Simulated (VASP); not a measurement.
Here is the system:

```xyz
2
Lattice="4.0724 0.0000 0.0000 0.0000 4.0724 0.0000 0.0000 0.0000 4.0724" Properties=species:S:1:pos:R:3 pbc="T T T"
Cs     0.0000     0.0000     0.0000
Cl     2.0362     2.0362     2.0362
```

Calculation: PBEsol GGA, VASP's PBE PAW potentials (set 64) (plane waves; VASP). Settings: 400 eV cut-off, 7×7×7 Γ-centred mesh, tetrahedra with Blöchl corrections, potentials Cs_sv Cl.

Unless said otherwise, spin-orbit coupling is left out, though it shifts the bands of the heavy elements here.

**Question.** What does the run give for the energy per atom (σ→0), band gap (on the k-mesh) with the smallest direct gap where there is one?

**Answer.** 
The band gap (on the k-mesh) is 5.21 eV and the smallest direct gap (on the k-mesh) is 5.21 eV. The energy per atom (σ→0) is -3.423 eV/atom.

Total energies compare only between runs with the same potentials, cut-off and functional.

The structure comes from a measured CsCl entry (Pm-3m) of the Crystallography Open Database, whose conditions weren't checked. It was relaxed first.
